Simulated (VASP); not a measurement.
An input for Ansatz (written as the equivalent of a VASP run, and not itself run):

Ansatz 0.2 input:
```yaml
crystal:
  lattice:
    - [2.8655901, 0.0000000, 0.0000000]
    - [0.0000000, 2.8655901, 0.0000000]
    - [0.0000000, 0.0000000, 2.8655901]
  atoms:
    - { symbol: Ni, position: [0.0000000, 0.0000000, 0.0000000] }
    - { symbol: P, position: [0.5000000, 0.5000000, 0.5000000] }
kpoints:
  mp_grid: { grid: [11, 11, 11] }
hamiltonian:
  xc: r2scan
  pseudopotentials: { kind: paw }
scf:
  occupations: { method: methfessel_paxton, width: 0.1 }
  max_iter: 100
relax:
  max_steps: 60
  f_tol: 0.01
  cell: {}
output: { forces: true, stress: true, eigenvalues: true }
```

Task: Write the VASP files for the same calculation (r2SCAN).

Result: This is not unique; one that fits is 
**INCAR**
```
! general
SYSTEM   =  NiP
PREC     =  Accurate
ENCUT    =  400
LREAL    =  F
LASPH    =  T

! electronic loop
EDIFF    =  1E-6
NELM     =  100
ALGO     =  Normal
LMAXMIX  =  4
LMIXTAU  =  T

! smearing
ISMEAR   =  1
SIGMA    =  0.1

! functional
METAGGA  =  R2SCAN

! ions
IBRION   =  2
NSW      =  60
ISIF     =  3
EDIFFG   =  -0.01

! output
LWAVE    =  F
LCHARG   =  F
```

POSCAR:
```
NiP
1
    2.8655901347    -0.0000000000     0.0000000000
   -0.0000000000     2.8655901347    -0.0000000000
    0.0000000000    -0.0000000000     2.8655901347
Ni P
1 1
Direct
  0.0000000000   0.0000000000   0.0000000000
  0.5000000000   0.5000000000   0.5000000000
```

KPOINTS:
```
Automatic mesh
0
Gamma
11 11 11
0 0 0
```

POTCAR, in this order: Ni P (PBE.64 set). Program: vasp_std.

The two are equivalent in intent, not identical: each code has its own PAW files, so the cut-off isn't converted (ENCUT is set for VASP's; basis.ecutwfc is left out, and Ansatz then takes the one that its files recommend); Ansatz stops its SCF on the density residual and VASP on the energy change (EDIFF).

The structure was generated: NiP was put into the CsCl type type (Pm-3m), which need not be its known phase. This run relaxes it. Symmetry was kept, so distortions that lower it aren't found. The start is the result of an earlier pass.
